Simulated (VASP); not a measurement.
OSZICAR of a VASP run on Nb (bcc):

### OSZICAR
```
       N       E                     dE             d eps       ncg     rms          rms(c)
DAV:   1     0.987431798085E+02    0.98743E+02   -0.65107E+03  2120   0.108E+03
DAV:   2    -0.699215156864E+01   -0.10574E+03   -0.10267E+03  2312   0.406E+02
DAV:   3    -0.114302716570E+02   -0.44381E+01   -0.42233E+01  3160   0.706E+01
DAV:   4    -0.116566869161E+02   -0.22642E+00   -0.22279E+00  3032   0.141E+01
DAV:   5    -0.116636635425E+02   -0.69766E-02   -0.69742E-02  3112   0.206E+00    0.797E+00
DAV:   6    -0.112916411976E+02    0.37202E+00   -0.71283E-01  3242   0.111E+01    0.287E+00
DAV:   7    -0.112450324322E+02    0.46609E-01   -0.20473E-01  3288   0.573E+00    0.834E-01
DAV:   8    -0.112474632394E+02   -0.24308E-02   -0.99554E-03  2434   0.145E+00    0.394E-02
DAV:   9    -0.112475033338E+02   -0.40094E-04   -0.69657E-04  3618   0.285E-01    0.272E-02
DAV:  10    -0.112475068855E+02   -0.35516E-05   -0.10748E-05  2526   0.405E-02    0.158E-02
DAV:  11    -0.112475034095E+02    0.34759E-05   -0.51024E-06  2360   0.439E-02    0.235E-03
DAV:  12    -0.112475033847E+02    0.24867E-07   -0.83406E-08  1248   0.397E-03
   1 F= -.11247503E+02 E0= -.11247644E+02  d E =-.112475E+02
       N       E                     dE             d eps       ncg     rms          rms(c)
DAV:   1    -0.112479897592E+02   -0.48635E-03   -0.15652E-02  2552   0.206E+00    0.191E-01
DAV:   2    -0.112475186975E+02    0.47106E-03   -0.11456E-03  3182   0.501E-01    0.501E-02
DAV:   3    -0.112474683942E+02    0.50303E-04   -0.36182E-04  3240   0.224E-01    0.320E-02
DAV:   4    -0.112474794801E+02   -0.11086E-04   -0.12178E-05  2942   0.345E-02    0.171E-02
DAV:   5    -0.112474887941E+02   -0.93139E-05   -0.27968E-05  3624   0.381E-02    0.617E-03
DAV:   6    -0.112474885800E+02    0.21407E-06   -0.44302E-07  1274   0.860E-03
   2 F= -.11247489E+02 E0= -.11247628E+02  d E =0.148047E-04
       N       E                     dE             d eps       ncg     rms          rms(c)
DAV:   1    -0.112477312545E+02   -0.24246E-03   -0.70819E-03  2536   0.139E+00    0.127E-01
DAV:   2    -0.112475190272E+02    0.21223E-03   -0.52039E-04  3168   0.338E-01    0.334E-02
DAV:   3    -0.112474968497E+02    0.22177E-04   -0.16362E-04  3218   0.150E-01    0.216E-02
DAV:   4    -0.112475019423E+02   -0.50926E-05   -0.52718E-06  2588   0.230E-02    0.117E-02
DAV:   5    -0.112475063028E+02   -0.43605E-05   -0.13596E-05  3400   0.260E-02    0.433E-03
DAV:   6    -0.112475062162E+02    0.86646E-07   -0.22062E-07  1196   0.582E-03
   3 F= -.11247506E+02 E0= -.11247646E+02  d E =-.283149E-05
```

### Question
Which electronic solver shows in the log?

### Answer
It is blocked Davidson (ALGO = Normal, or the opening steps of other solvers). The INCAR had ALGO = Normal.

### Question
Can the final energy be trusted as converged?

### Answer
The calculation finished and met its thresholds. It stopped with EDIFF = 1E-6, NELM = 100, NSW = 60 and EDIFFG = -0.01 after 3 ionic steps (LDA (Ceperley-Alder, Perdew-Zunger), plane waves, VASP's LDA PAW potentials (set 64)).

The compound is Nb in the bcc structure. This run relaxes it. Symmetry was kept, so distortions that lower it aren't found. The start is the result of an earlier pass.
